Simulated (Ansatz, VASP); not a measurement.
# Li3SI in two plane-wave programs

Aim: how closely do two programs agree when they are given the same cell, functional and k mesh? The cell is generated by rule, not measured, and may not be a known phase. The cell is taken from a series of runs on this material, whose earlier steps may have relaxed, scaled, displaced or heated it; both programs get it as it stands.

Calculated with Ansatz 0.2.0; plane waves, with VASP 6.6.1 beside it; zone-centre phonons at LDA.

The structure was built from a prototype and need not be the compound's stable phase.

### Step 1. Set-up

It takes space group Pm-3m (No. 221, cubic). Conventional cell: a = 4.611 Å, b = 4.611 Å, c = 4.611 Å, α = 90.00°, β = 90.00°, γ = 90.00°. Nearest to I lie 12 Li at 3.26 Å. Nearest to S lie 6 Li at 2.31 Å. Nearest to Li lie 2 S at 2.31 Å and 4 I at 3.26 Å and 8 Li at 3.26 Å. Farther neighbours and most contacts between anions are not listed.

### Step 2. Ansatz: zone-centre phonons, LDA

Ansatz runs on norm-conserving files, of PseudoDojo where its log says so.

Second derivatives magnify differences that forces hide, and they need a tight electronic threshold.

input.yaml

```yaml
crystal:
  lattice:
    - [4.6105804681, 0.0, 0.0]
    - [0.0, 4.6105804681, 0.0]
    - [0.0, 0.0, 4.6105804681]
  atoms:
    - { symbol: I, position: [0.0, 0.0, 0.0] }
    - { symbol: S, position: [0.5, 0.5, 0.5] }
    - { symbol: Li, position: [0.5, 0.5, 0.0] }
    - { symbol: Li, position: [0.5, 0.0, 0.5] }
    - { symbol: Li, position: [0.0, 0.5, 0.5] }
kpoints:
  mp_grid: { grid: [4, 4, 4] }
hamiltonian:
  xc: lda
  pseudopotentials: { kind: nc, accuracy: standard }
scf:
  occupations: { method: fixed }
output:
  eigenvalues: true
basis:
  ecutwfc: 897.976
phonons:
  method: dfpt
  dielectric: true
  rigid_motions: translations
  raman: true
```

The run is started by

```console
$ ansatz run input.yaml --threads 4 --pin off --max-ram 8192MiB --backend cpu --events-out ev --progress --plain --runs-dir out
```

The program printed:

```text
Warning: basis.ecutwfc = 897.976 eV is below the records' recommended 1006.821291 eV, and the density's cutoff is lower with it unless basis.ecutrho_ratio is high enough to keep the records' density cutoff: compare with a run at a higher cutoff
Engine: ansatz 0.2.0, aarch64-unknown-linux-gnu
Pseudopotentials: kind: nc
Pseudopotential: I, nc, valence charge 7, recommended cutoff 952.398519 eV (normal), I.nc.azcp (PseudoDojo's, or run here from an input of PseudoDojo's; its table is named by hamiltonian.pseudopotentials.accuracy)
Pseudopotential: S, nc, valence charge 6, recommended cutoff 734.707429 eV (normal), S.nc.azcp (PseudoDojo's, or run here from an input of PseudoDojo's; its table is named by hamiltonian.pseudopotentials.accuracy)
Pseudopotential: Li, nc, valence charge 3, recommended cutoff 1006.821291 eV (normal), Li.nc.azcp (PseudoDojo's, or run here from an input of PseudoDojo's; its table is named by hamiltonian.pseudopotentials.accuracy)
Functional definition: SPW92
  exchange = slater_x
  correlation = pw_c
Crystal: 5 atoms, lattice volume = 98.009 Å³
Basis set: ecut = 897.976 eV, 6031 PW (Γ), exchange–correlation on 96×96×96 points (8 copies of the dense FFT grid, shifted against one another)
Bands: 16, of which v1, the nominal top of the filled ones, is band 11 counted from 1 (10 counted from 0)
Symmetry: 48 space group operations
k-points: 30 of 64 (irreducible under 2 space group operations, time reversal used)
Non-local potential: I, projectors of the file, l = 0: 2, l = 1: 2, l = 2: 2, l = 3: 2
Non-local potential: S, projectors of the file, l = 0: 2, l = 1: 2, l = 2: 2
Non-local potential: Li, projectors of the file, l = 0: 2, l = 1: 2
Initial density: superposition of atomic densities (chi_scale 0.1, normalization cell, long waves kept (reshape's long-wave potential 0.00 eV rms))
Initial wavefunctions: pseudopotential atomic-orbital guess
Functional: x = slater, c = lda
SCF iter   1: F=—  HF=-1243.814496 eV  |F-HF|=—  |Δ(HF+E_count)|=         —  Δρ=3.80e-2  dr2=3.67e0  ethr=3.10e-3  ⟨swp⟩=5.0  Hψ=2405  notcnv=0  defer=54
preconditioner: auto → Resta (q_TF=auto, 2.127 Å⁻¹)  ε∞=3.3  [insulator: Δε(μ)=2.884 eV  Ē_g=9.927 eV  n_scr=18 (ndim 8)  ℏωp=15.0 eV  f_vac=0.000  ε∞_Penn≈3.3]
SCF iter   2: F=—  HF=-1242.624242 eV  |F-HF|=—  |Δ(HF+E_count)|=    1.19e0  Δρ=1.70e-2  dr2=6.34e-1  ethr=3.10e-3  ⟨swp⟩=3.3  Hψ=1095  notcnv=0  defer=53
SCF iter   3: F=—  HF=-1242.366466 eV  |F-HF|=—  |Δ(HF+E_count)|=   2.58e-1  Δρ=5.64e-3  dr2=5.28e-2  ethr=2.88e-3  ⟨swp⟩=3.0  Hψ=893  notcnv=0  defer=61
SCF iter   4: F=—  HF=-1242.349104 eV  |F-HF|=—  |Δ(HF+E_count)|=   1.74e-2  Δρ=9.25e-4  dr2=6.72e-4  ethr=2.40e-4  ⟨swp⟩=3.7  Hψ=877  notcnv=0  defer=84
SCF iter   5: F=—  HF=-1242.349248 eV  |F-HF|=—  |Δ(HF+E_count)|=   1.44e-4  Δρ=1.30e-4  dr2=1.55e-5  ethr=3.06e-6  ⟨swp⟩=2.7  Hψ=715  notcnv=0  defer=84
SCF iter   6: F=—  HF=-1242.349254 eV  |F-HF|=—  |Δ(HF+E_count)|=   5.89e-6  Δρ=2.12e-5  dr2=4.74e-7  ethr=7.04e-8  ⟨swp⟩=2.0  Hψ=652  notcnv=0  defer=83
SCF iter   7: F=—  HF=-1242.349237 eV  |F-HF|=—  |Δ(HF+E_count)|=   1.76e-5  Δρ=3.18e-6  dr2=5.09e-9  ethr=2.16e-9  ⟨swp⟩=2.2  Hψ=689  notcnv=0  defer=72
SCF iter   8: F=-1242.349237 eV  HF=-1242.349237 eV  |F-HF|=2.80e-11  |Δ(HF+E_count)|=   4.02e-9  Δρ=3.32e-7  dr2=6.48e-11  ethr=1.00e-12  ⟨swp⟩=13.5  Hψ=4240  notcnv=0
SCF 1 converged in 8 iterations: F = -1242.349237 eV  dr2 = 6.48e-11
DFPT response loops at Γ: preconditioner auto → none (the input reference at scf.mixing.eps_inf says where Resta's filter doesn't serve); β = 0.50; Broyden in place of MSR1
── the response to a field inside a basis, on 8×8×8 k-points: an SCF that follows is theirs, and a resumed run solves both again ──
Bands: 12, of which v1, the nominal top of the filled ones, is band 11 counted from 1 (10 counted from 0)
k-points: 20
Initial density: handed on by an earlier stage of this run
Initial wavefunctions: pseudopotential atomic-orbital guess (no wavefunctions were taken with the density)
Eigensolver: Dense (20 Hₖ)
SCF iter   1: F=—  HF=-1242.348955 eV  |F-HF|=—  |Δ(HF+E_count)|=         —  Δρ=2.97e-4  dr2=1.19e-5  ethr=1.00e-1
preconditioner: auto → Resta (q_TF=auto, 2.127 Å⁻¹)  ε∞=4.2  [insulator: Δε(μ)=3.414 eV  Ē_g=8.409 eV  n_scr=18 (ndim 8)  ℏωp=15.0 eV  f_vac=0.000  ε∞_Penn≈4.2]
SCF iter   2: F=—  HF=-1242.348953 eV  |F-HF|=—  |Δ(HF+E_count)|=   2.30e-6  Δρ=1.43e-4  dr2=2.65e-6  ethr=5.39e-8
SCF iter   3: F=—  HF=-1242.348952 eV  |F-HF|=—  |Δ(HF+E_count)|=   4.96e-7  Δρ=5.99e-6  dr2=2.84e-8  ethr=1.20e-8
SCF iter   4: F=—  HF=-1242.348952 eV  |F-HF|=—  |Δ(HF+E_count)|=   3.24e-9  Δρ=1.67e-6  dr2=2.77e-9  ethr=1.29e-10
SCF iter   5: F=-1242.348952 eV  HF=-1242.348952 eV  |F-HF|=1.59e-12  |Δ(HF+E_count)|=  1.55e-10  Δρ=1.96e-7  dr2=1.44e-11  ethr=1.26e-11
SCF 1 converged in 5 iterations: F = -1242.348952 eV  dr2 = 1.44e-11
DFPT response loops at Γ: mixed as the last ones told, above
DFPT response loops at Γ: mixed as the last ones told, above
WARN: field response: ε∞ stands inside a basis, on 8×8×8 points; the force constants stand on the 4×4×4 k-mesh, whose period is 10.97 times the interband length at k = (0.0000, -0.5000, -0.5000), direct gap 3.229 eV, under 14: take them and everything formed from them as unconverged, and compare with a denser kpoints.mp_grid
SCF converged after 8 iterations
Free energy (F): -1242.349237 eV
Harris-Foulkes:  -1242.349237 eV  (|F-HF|=2.80e-11)
Internal energy: -1242.349237 eV  (E = F + TS)
E sigma→0 (E₀):  -1242.349237 eV
Fermi energy:    2.663343 eV
--- Per-component energies (eV) ---
  E_band       = -266.164341
  E_kinetic    = 613.632977
  E_local      = -689.840906  (includes V_loc(G=0)·N_el)
  E_nonlocal   = -269.349009
  E_hartree    = 211.594746
  E_xc         = -327.039933
  E_vxc        = -343.796870  (∫ρ·V_xc dr)
  E_ewald      = -781.347112
  E_smearing   = -0.000000  (= −TS)
  E_closure    = 0.000000  (closes the sum)
  Σ components = -1242.349237   (vs F -1242.349237, Δ=0.00e0)
--- Band table (eV; the first three rows and the last of 30) ---
  k-point 0: bands = [... 7 lower, 0.2489, 2.4022, 2.4022, 2.4022, 6.4788, 7.2208, 7.2208, 10.9663, ... 1 higher]
  k-point 1: bands = [... 7 lower, 0.5283, 1.6813, 2.0748, 2.0748, 7.2787, 7.4016, 8.5572, 9.6040, ... 1 higher]
  k-point 2: bands = [... 7 lower, 1.1490, 1.1490, 1.3931, 1.3931, 7.3450, 8.4710, 9.6863, 9.6863, ... 1 higher]
  k-point 29: bands = [... 7 lower, 0.1903, 1.2733, 1.2733, 1.2733, 9.4414, 9.4414, 9.4414, 9.9299, ... 1 higher]
--- Phonons (Γ-DFPT): 4 representative perturbations + reference, on 30 of 64 k-points (Σ response iterations 14) ---
  k mesh reduced under 2 symmetry operations, with k and −k counted as one. Each operation leaves every solved perturbation unchanged. A smaller set is not considered because the run solves the response to a homogeneous field
  ASR residual: 1.684e-4 → 0.000e0 eV/Å²; symmetrization residual: 6.450e-7 eV/Å²
  ASR residual per site (eV/Å²): 4.18e-5 1.29e-6 1.68e-4 1.68e-4 1.68e-4
  Γ frequencies (cm⁻¹): -46.44 -46.44 -46.44 -37.96 -37.96 -37.96 0.00 0.00 0.00 136.05 136.05 136.05 524.64 524.64 524.64
  ε∞ (high-frequency dielectric tensor):
        4.500509     0.000000     0.000000
        0.000000     4.500509     0.000000
        0.000000     0.000000     4.500509
  softest optical mode at Γ: -46.44 cm⁻¹; the repairs (sum rule, projections) moved no ω² at Γ by more than (2.64 cm⁻¹)²
  Born effective charges Z* (e; rows j = field, columns β = displacement):
    site 0:
        -1.49706    0.00000    0.00000
        -0.00000   -1.49706    0.00000
         0.00000   -0.00000   -1.49706
    site 1:
        -2.06763    0.00000    0.00000
         0.00000   -2.06763    0.00000
         0.00000   -0.00000   -2.06763
    site 2:
         1.19027    0.00000    0.00000
        -0.00000    1.19027    0.00000
         0.00000   -0.00000    1.18416
    site 3:
         1.19027   -0.00000    0.00000
        -0.00000    1.18416    0.00000
         0.00000   -0.00000    1.19027
    site 4:
         1.18416    0.00000    0.00000
         0.00000    1.19027    0.00000
         0.00000    0.00000    1.19027
  Z* charge neutrality: 7.255e-4 e pre-enforcement
  solved inside a basis spanned on kpoints, on 8×8×8 k-points transformed towards the longest dipole: ε∞ is read to err by 1.1e-2, Z* by 8.0e-3 e (field_mesh: kpoints solves on kpoints); Z* is corrected for what the basis lacks
  Raman tensors (in the event stream and the table raman_tensors.tsv): an entry may err by 3.2e-3 Å², one of the second-order susceptibility by 4.3e-19 pm/V (basis, points and sum rule); their sum over the sites missed zero by 3.513e-20 Å² ahead of its enforcement
  optical modes at Γ without the LO–TO term, one row a degenerate level:
      ω (cm⁻¹)  modes    IR ((D/Å)²/amu)  static Raman (Å⁴/amu)  depolarisation
        -46.44      3             0.0000                 0.0000               —
        -37.96      3            26.3960                 0.0000               —
        136.05      3             7.2254                 0.0000               —
        524.64      3            19.0727                 0.0000               —
  optical modes at Γ + LO–TO along q̂ = [1.0000, 0.0000, 0.0000]:
      ω (cm⁻¹)  modes    IR ((D/Å)²/amu)  static Raman (Å⁴/amu)  depolarisation
        -46.44      3             0.0000                 0.0000               —
        -37.96      2            17.5974                 0.0000               —
        111.78      1             0.3820                 0.0000               —
        136.05      2             4.8169                 0.0000               —
        228.56      1             8.0722                 0.0000               —
        524.64      2            12.7152                 0.0000               —
        559.03      1             9.1105                 0.0000               —
  optical modes at Γ + LO–TO along q̂ = [0.0000, 1.0000, 0.0000]:
      ω (cm⁻¹)  modes    IR ((D/Å)²/amu)  static Raman (Å⁴/amu)  depolarisation
        -46.44      3             0.0000                 0.0000               —
        -37.96      2            17.5974                 0.0000               —
        111.78      1             0.3820                 0.0000               —
        136.05      2             4.8169                 0.0000               —
        228.56      1             8.0722                 0.0000               —
        524.64      2            12.7152                 0.0000               —
        559.03      1             9.1105                 0.0000               —
  optical modes at Γ + LO–TO along q̂ = [0.0000, 0.0000, 1.0000]:
      ω (cm⁻¹)  modes    IR ((D/Å)²/amu)  static Raman (Å⁴/amu)  depolarisation
        -46.44      3             0.0000                 0.0000               —
        -37.96      2            17.5974                 0.0000               —
        111.78      1             0.3820                 0.0000               —
        136.05      2             4.8169                 0.0000               —
        228.56      1             8.0722                 0.0000               —
        524.64      2            12.7152                 0.0000               —
        559.03      1             9.1105                 0.0000               —
```

[end of part 1 of 3]

[Lines on the potential files, build, host, timing and source positions are cut from VASP's logs without a mark.]

[Logs are printed without paths, hosts, clocks, repeated set-up lines and the standing remarks that a program may print on its own settings, such as how far it seeks lower states.]

[Hosts, paths, dates, database ids (printed as entryN), source tags and the programs' standing remarks are cut or masked in the printed files.]
